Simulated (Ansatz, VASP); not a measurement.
# BaHfO3 in two plane-wave programs

Aim: how closely do two programs agree when they are given the same cell, functional and k mesh? The cell is generated by rule, not measured, and may not be a known phase. The two relaxations start from unlike cells of this crystal (the structure described is Ansatz's start), so only their ends are compared.

Main program and level: Ansatz 0.2.0; plane waves, with VASP 6.6.1 beside it; relaxation of cell and atoms at LDA.

### 1. Set-up

The structure is cubic, space group Pm-3m (No. 221). Conventional cell: a = 4.257 Å, b = 4.257 Å, c = 4.257 Å, α = 90.00°, β = 90.00°, γ = 90.00°. Nearest to Ba lie 12 O at 3.01 Å. Hf has 6 O at 2.13 Å nearest. Nearest to O lie 2 Hf at 2.13 Å and 4 Ba at 3.01 Å. Farther neighbours and most contacts between anions are not listed.

### 2. Ansatz: relaxation of cell and atoms, LDA

Ansatz runs on its default PAW (the set named soft_2) files.

The relaxed volume is the usual yardstick between codes: in a stiff, nearly cubic crystal its relative difference is about their pressure difference at one cell divided by the bulk modulus.

input.yaml reads:

```yaml
crystal:
  lattice:
    - [4.257, 0.0, 0.0]
    - [0.0, 4.257, 0.0]
    - [0.0, 0.0, 4.257]
  atoms:
    - { symbol: Ba, position: [0.0, 0.0, 0.0] }
    - { symbol: Hf, position: [0.5, 0.5, 0.5] }
    - { symbol: O, position: [0.5, 0.5, 0.0] }
    - { symbol: O, position: [0.5, 0.0, 0.5] }
    - { symbol: O, position: [0.0, 0.5, 0.5] }
kpoints:
  mp_grid: { grid: [6, 6, 6] }
hamiltonian:
  xc: lda
scf:
  occupations: { method: fermi_dirac, width: 0.02 }
relax:
  f_tol: 0.01
  max_steps: 80
  cell: {}
```

Command:

```
$ ansatz run input.yaml --threads 4 --pin off --max-ram 9216MiB --backend cpu --events-out ev --progress --plain --runs-dir out
```

Numbers of over 12 decimals in the logs are rounded to 6 here.

The log of the run:

```text
Engine: ansatz 0.2.0, aarch64-unknown-linux-gnu
Pseudopotentials: kind: paw
Pseudopotential: Ba, paw, valence charge 10, recommended cutoff 420 eV (normal), Ba.paw.azcp
Pseudopotential: Hf, paw, valence charge 26, recommended cutoff 420 eV (normal), Hf.paw.azcp
Pseudopotential: O, paw, valence charge 6, recommended cutoff 420 eV (normal), O.paw.azcp
Functional definition: SPW92
  exchange = slater_x
  correlation = pw_c
Crystal: 5 atoms, lattice volume = 77.146 Å³
Basis set: ecut = 420 eV, 1503 PW (Γ)
Bands: 33, of which v1, the nominal top of the filled ones, is band 27 counted from 1 (26 counted from 0)
Symmetry: 48 space group operations
Space group: Pm-3m (ITA 221), of the structure as read, at distance tolerance 4.3e-5 Å
k-points: 20 of 216
Non-local potential: Ba, projectors of the file, l = 0: 3, l = 1: 2, l = 2: 2, l = 3: 2
Non-local potential: Hf, projectors of the file, l = 0: 3, l = 1: 2, l = 2: 2, l = 3: 3
Non-local potential: O, projectors of the file, l = 0: 2, l = 1: 2, l = 2: 1
PAW form: soft (Blöchl's): semilocal exchange-correlation on the pseudo side does not see the compensation charge
PAW frozen core: Ba, regenerated for the run's functional, and the local potential with it (the file was generated under x = pbe(κ = 0.804, μ = 0.219515), c = pbe(β = 0.066725))
PAW frozen core: Hf, regenerated for the run's functional, and the local potential with it (the file was generated under x = pbe(κ = 0.804, μ = 0.219515), c = pbe(β = 0.066725))
PAW frozen core: O, regenerated for the run's functional, and the local potential with it (the file was generated under x = pbe(κ = 0.804, μ = 0.219515), c = pbe(β = 0.066725))
PAW one-centre angular grid: Ba, 194 points (default); XC on 64 Gauss nodes
PAW one-centre angular grid: Hf, 590 points (default); XC on 64 Gauss nodes
PAW one-centre angular grid: O, 110 points (default); XC on 64 Gauss nodes
Initial density: superposition of atomic densities (neutral atoms: chi_scale 0, normalization atom), corrected by the library's trained network
Initial wavefunctions: pseudopotential atomic-orbital guess
Functional: x = slater, c = lda
SCF iter   1: F=—  HF=-22931.748714 eV  |F-HF|=—  |Δ(HF+E_count)|=         —  Δρ=1.77e-2  dr2=2.33e-1  ethr=1.77e-3  ⟨swp⟩=8.0  Hψ=2952  notcnv=0
preconditioner: auto → Resta (q_TF=auto, 2.571 Å⁻¹)  ε∞=4.3  [insulator: Δε(μ)=3.074 eV  Ē_g=16.679 eV  σ=0.020 eV  W_gap=1.00  n_scr=26 (ndim 8)  ℏωp=30.5 eV  f_vac=0.010  D(μ)=0.00/eV (n_scr^D=0)  ε∞_Penn≈4.3]
SCF iter   2: F=—  HF=-22931.696485 eV  |F-HF|=—  |Δ(HF+E_count)|=   5.22e-2  Δρ=5.94e-3  dr2=1.17e-2  ethr=4.31e-4  ⟨swp⟩=2.6  Hψ=1344  notcnv=0  defer=26
SCF iter   3: F=—  HF=-22931.693085 eV  |F-HF|=—  |Δ(HF+E_count)|=   3.40e-3  Δρ=2.06e-3  dr2=1.78e-3  ethr=2.16e-5  ⟨swp⟩=2.4  Hψ=1269  notcnv=0  defer=26
SCF iter   4: F=—  HF=-22931.692735 eV  |F-HF|=—  |Δ(HF+E_count)|=   3.51e-4  Δρ=5.68e-4  dr2=1.73e-4  ethr=3.29e-6  ⟨swp⟩=2.7  Hψ=1191  notcnv=0  defer=26
SCF iter   5: F=—  HF=-22931.692567 eV  |F-HF|=—  |Δ(HF+E_count)|=   1.68e-4  Δρ=1.37e-4  dr2=1.03e-5  ethr=3.21e-7  ⟨swp⟩=2.2  Hψ=1152  notcnv=0  defer=26
SCF iter   6: F=—  HF=-22931.692574 eV  |F-HF|=—  |Δ(HF+E_count)|=   6.99e-6  Δρ=3.55e-5  dr2=9.54e-7  ethr=1.90e-8  ⟨swp⟩=2.0  Hψ=1062  notcnv=0  defer=26
SCF iter   7: F=-22931.692574 eV  HF=-22931.692574 eV  |F-HF|=4.92e-9  |Δ(HF+E_count)|=   1.56e-7  Δρ=4.75e-6  dr2=2.12e-8  ethr=1.85e-10  ⟨swp⟩=5.2  Hψ=2839  notcnv=0
SCF 1 converged in 7 iterations: F = -22931.692574 eV  dr2 = 2.12e-8
  greatest PAW one-centre occupation: 0.999 electrons in one spin orbital (limit 2), on the Hf atom at site 1 (counted from 0), in its partial waves of l = 3
relax step   1: F+E_penalty+E_count = -22931.69257387 eV  Δ(F+E_penalty+E_count) = +0.000e0 eV  max|allowed force component| = 1.046e-28 eV/Å  Δτ_max = 0.0000 Å  P = -14.312 GPa  Ω = 77.146 Å³  (7 SCF iters, dr2 threshold 1.00e-7 eV, accepted)
[...]
relax step   5: F+E_penalty+E_count = -22932.06037779 eV  Δ(F+E_penalty+E_count) = -2.703e-4 eV  max|allowed force component| = 5.259e-29 eV/Å  Δτ_max = 0.0000 Å  P = +0.001 GPa  Ω = 70.204 Å³  energy of the carried Pulay correction = +3.198e-2 eV  (4 SCF iters, dr2 threshold 4.67e-8 eV, accepted)
[...]
relax step   6: F+E_penalty+E_count = -22932.04125501 eV  Δ(F+E_penalty+E_count) = +1.912e-2 eV  max|allowed force component| = 1.822e-28 eV/Å  Δτ_max = 0.0000 Å  P = -0.539 GPa  Ω = 70.204 Å³  stress off target by 5.39e-1 GPa  SCF on the basis re-selected at this cell (its energy is not comparable with the rows above)  (7 SCF iters)
[...]
relax step   7: F+E_penalty+E_count = -22932.04248212 eV  Δ(F+E_penalty+E_count) = -1.227e-3 eV  max|allowed force component| = 3.587e-29 eV/Å  Δτ_max = 0.0000 Å  P = -0.004 GPa  Ω = 70.002 Å³  energy of the carried Pulay correction = +8.850e-4 eV  (4 SCF iters, dr2 threshold 5.00e-7 eV, accepted)
[...]
relax step   8: F+E_penalty+E_count = -22932.04168639 eV  Δ(F+E_penalty+E_count) = +7.957e-4 eV  max|allowed force component| = 1.615e-29 eV/Å  Δτ_max = 0.0000 Å  P = -0.016 GPa  Ω = 70.002 Å³  stress off target by 1.63e-2 GPa  SCF on the basis re-selected at this cell (its energy is not comparable with the rows above)  (6 SCF iters)
basis re-selected at this cell: Δ(F+E_penalty+E_count) = +7.957e-4 eV, ΔP = -0.012 GPa vs the last step (what re-selecting the basis moved, of the pressure what is left beyond the Pulay correction that the steps carried, after the strain that the cell walked since its last selection, with what the two solves' SCF thresholds leave and, on support functions, any second-order correction that the steps lacked; it is no m [...]
SCF converged after 6 iterations
Free energy (F): -22932.041686 eV
Harris-Foulkes:  -22932.041686 eV  (|F-HF|=2.55e-11)
Internal energy: -22932.041686 eV  (E = F + TS)
E sigma→0 (E₀):  -22932.041686 eV
Fermi energy:    13.542157 eV
--- Per-component energies (eV) ---
  E_band       = -25.090446
  E_kinetic    = 1118.874550
  E_local      = -7916.563337  (includes V_loc(G=0)·N_el)
  E_nonlocal   = -1020.602743
  E_hartree    = 3607.931728
  E_xc         = -685.401078
  E_vxc        = -686.605028  (∫ρ·V_xc dr)
  E_paw        = -12186.103684  (= ΣΔE_a)
  E_vpaw       = 1263.935134  (= ΣTr[D̂ρ^β])
  E_aug_tail   = 0.007629  (compensation charges beyond the density's cutoff)
  E_ewald      = -5853.215273
  E_core_change = 3.030523  (= ΣΔE_core)
  E_smearing   = -0.000000  (= −TS)
  E_closure    = -0.000000  (closes the sum)
  Σ components = -22932.041686   (vs F -22932.041686, Δ=0.00e0)
--- Forces (eV/Å), atoms counted from 1 ---
  atom   1  Ba    -0.00000000     0.00000000     0.00000000
  atom   2  Hf     0.00000000    -0.00000000     0.00000000
  atom   3  O      0.00000000    -0.00000000     0.00000000
  atom   4  O      0.00000000     0.00000000     0.00000000
  atom   5  O      0.00000000     0.00000000     0.00000000
  max |Σ_I F_I| component: 2.45e-29 eV/Å
--- Stress (GPa, compression-positive) ---
       -0.016331      -0.000000      -0.000000
       -0.000000      -0.016331       0.000000
       -0.000000       0.000000      -0.016331
  P = ⅓ Tr σ = -0.0163 GPa (-0.163 kbar)
--- Relaxed structure (6 steps of the walk, 6 accepted, 2 SCFs on fresh bases) ---
  F+E_penalty+E_count = -22932.04168639 eV   max|allowed force component| = 1.615e-29 eV/Å   (the final SCF, on the basis selected at the relaxed cell)
  cell:  # Å, volume = 70.0022 Å³
    - [4.121329, 0, 0]
    - [0, 4.121329, 0]
    - [0, 0, 4.121329]
  atoms:
    - { symbol: Ba, position: [0, 0, 0] }
    - { symbol: Hf, position: [0.5, 0.5, 0.5] }
    - { symbol: O, position: [0.5, 0.5, 0] }
    - { symbol: O, position: [0.5, 0, 0.5] }
    - { symbol: O, position: [0, 0.5, 0.5] }
```

Reading the cycles: dr2 is the Hartree energy of the density residual (eV), the measure of convergence; HF is the Harris–Foulkes estimate of the energy, which meets the free energy F at convergence.

### 3. VASP: relaxation of cell and atoms, LDA

Its own start cell and the same functional (in two slightly different forms), mesh and smearing now go to VASP, with its own data sets.

Lines of VASP's logs that name or quote its potential files are left out, and so is its time.

INCAR reads:

```
SYSTEM = BaHfO3
PREC = Accurate
ENCUT = 600
EDIFF = 1E-07
NELM = 120
ISMEAR = -1
SIGMA = 0.02
LREAL = .FALSE.
ALGO = Normal
GGA = PW92
NBANDS = 25
LASPH = .TRUE.
LORBIT = 11
LWAVE = .FALSE.
LCHARG = .FALSE.
ISIF = 3
IBRION = 2
NSW = 80
EDIFFG = -0.005
GGA_COMPAT = .FALSE.
NELMIN = 4
EFERMI = MIDGAP
KPAR = 2
```

POSCAR reads:

```
BaHfO3
1.0
    4.1193446331      0.0000000000      0.0000000000
    0.0000000000      4.1193446331      0.0000000000
    0.0000000000      0.0000000000      4.1193446331
Ba Hf O
1 1 3
Direct
    0.0000000000      0.0000000000      0.0000000000
    0.5000000000      0.5000000000      0.5000000000
    0.5000000000      0.5000000000      0.0000000000
    0.5000000000      0.0000000000      0.5000000000
    0.0000000000      0.5000000000      0.5000000000
```

KPOINTS reads:

```
Automatic mesh
0
Gamma
6 6 6
0 0 0
```

The projector-augmented-wave data sets are Ba_sv, Hf_pv and O (LDA family, release 64).

Command:

```
$ mpirun -np 2 vasp_std
```

The log of the run:

```text
[banner, memory and clock lines left out]
running    2 mpi-ranks, on    1 nodes
 distrk:  each k-point on    1 cores,    2 groups
 distr:  one band on    1 cores,    1 groups

 POSCAR found type information on POSCAR BaHfO
 POSCAR found :  3 types and       5 ions
|                                                                             |
|               ----> ADVICE to this user running VASP <----                  |
|                                                                             |
|     You enforced a specific xc type in the INCAR file but a different       |
|     [... a line on the potential file left out ...]
|     I HOPE YOU KNOW WHAT YOU ARE DOING!                                     |
|                                                                             |

 LDA part: xc-table for (Slater(with rela. corr.)+PW92), standard interpolation
 POSCAR, INCAR and KPOINTS ok, starting setup
 FFT: planning ... GRIDC
 FFT: planning ... GRID_SOFT
 FFT: planning ... GRID
 WAVECAR not read
 entering main loop
       N       E                     dE             d eps       ncg     rms          rms(c)
DAV:   1     0.232354936137E+03    0.23235E+03   -0.23182E+04  1000   0.166E+03
DAV:   2    -0.415599085965E+02   -0.27391E+03   -0.26767E+03  1240   0.353E+02
DAV:   3    -0.542766598808E+02   -0.12717E+02   -0.12673E+02  1394   0.726E+01
DAV:   4    -0.544742832727E+02   -0.19762E+00   -0.19740E+00  1359   0.829E+00
DAV:   5    -0.544769737836E+02   -0.26905E-02   -0.26902E-02  1412   0.707E-01    0.662E+01
DAV:   6    -0.479745550713E+02    0.65024E+01   -0.35514E+01  1110   0.350E+01    0.573E+01
DAV:   7    -0.477522970099E+02    0.22226E+00   -0.22018E+00  1262   0.958E+00    0.340E+01
DAV:   8    -0.476882379931E+02    0.64059E-01   -0.23553E-01  1191   0.379E+00    0.515E+00
DAV:   9    -0.476769091194E+02    0.11329E-01   -0.53150E-02  1183   0.154E+00    0.206E+00
DAV:  10    -0.476762732255E+02    0.63589E-03   -0.70304E-03  1235   0.526E-01    0.660E-01
DAV:  11    -0.476761637436E+02    0.10948E-03   -0.77686E-04  1252   0.175E-01    0.364E-02
DAV:  12    -0.476761641721E+02   -0.42850E-06   -0.52558E-05  1277   0.458E-02    0.122E-01
DAV:  13    -0.476761637378E+02    0.43431E-06   -0.40268E-06  1228   0.131E-02    0.269E-03
DAV:  14    -0.476761637336E+02    0.41769E-08   -0.17013E-07  1037   0.265E-03
   1 F= -.47676164E+02 E0= -.47676164E+02  d E =-.476762E+02
 curvature:   0.00 expect dE= 0.000E+00 dE for cont linesearch  0.000E+00
 trial: gam= 0.00000 g(F)=  0.000E+00 g(S)=  0.203E-04 ort = 0.000E+00 (trialstep = 0.100E+01)
 search vector abs. value=  0.203E-04
 bond charge predicted
       N       E                     dE             d eps       ncg     rms          rms(c)
DAV:   1    -0.476762856880E+02   -0.12195E-03   -0.31369E-03  1054   0.409E-01    0.191E-01
DAV:   2    -0.476761811282E+02    0.10456E-03   -0.51491E-04  1062   0.137E-01    0.420E-02
DAV:   3    -0.476761640499E+02    0.17078E-04   -0.35494E-05  1220   0.419E-02    0.335E-02
DAV:   4    -0.476761604923E+02    0.35576E-05   -0.17524E-05  1278   0.258E-02    0.251E-02
DAV:   5    -0.476761605194E+02   -0.27083E-07   -0.51864E-07  1334   0.370E-03
   2 F= -.47676161E+02 E0= -.47676161E+02  d E =0.321423E-05
 trial-energy change:    0.000003  1 .order    0.000002   -0.000020    0.000025
 step:   0.4173(harm=  0.4524)  dis= 0.00000  next Energy=   -47.676168 (dE=-0.416E-05)
 bond charge predicted
       N       E                     dE             d eps       ncg     rms          rms(c)
DAV:   1    -0.476762093969E+02   -0.48905E-04   -0.10607E-03  1052   0.237E-01    0.105E-01
DAV:   2    -0.476761751145E+02    0.34282E-04   -0.16680E-04  1059   0.783E-02    0.235E-02
DAV:   3    -0.476761694103E+02    0.57042E-05   -0.11381E-05  1242   0.237E-02    0.180E-02
DAV:   4    -0.476761681698E+02    0.12405E-05   -0.57894E-06  1292   0.148E-02    0.140E-02
DAV:   5    -0.476761681801E+02   -0.10270E-07   -0.16670E-07  1072   0.213E-03
   3 F= -.47676168E+02 E0= -.47676168E+02  d E =-.444648E-05
 curvature:  -0.23 expect dE=-0.241E-07 dE for cont linesearch -0.241E-07
 trial: gam= 0.00000 g(F)=  0.103E-64 g(S)=  0.107E-06 ort =-0.147E-05 (trialstep = 0.883E+00)
 search vector abs. value=  0.107E-06
 reached required accuracy - stopping structural energy minimisation
```

(Continued in part 2 of 2.)

[Lines on the potential files, build, host, timing and source positions are cut from VASP's logs without a mark.]

[Logs are printed without paths, hosts, clocks, repeated set-up lines and the standing remarks that a program may print on its own settings, such as how far it seeks lower states.]

[Hosts, paths, dates, database ids (printed as entryN), source tags and the programs' standing remarks are cut or masked in the printed files.]
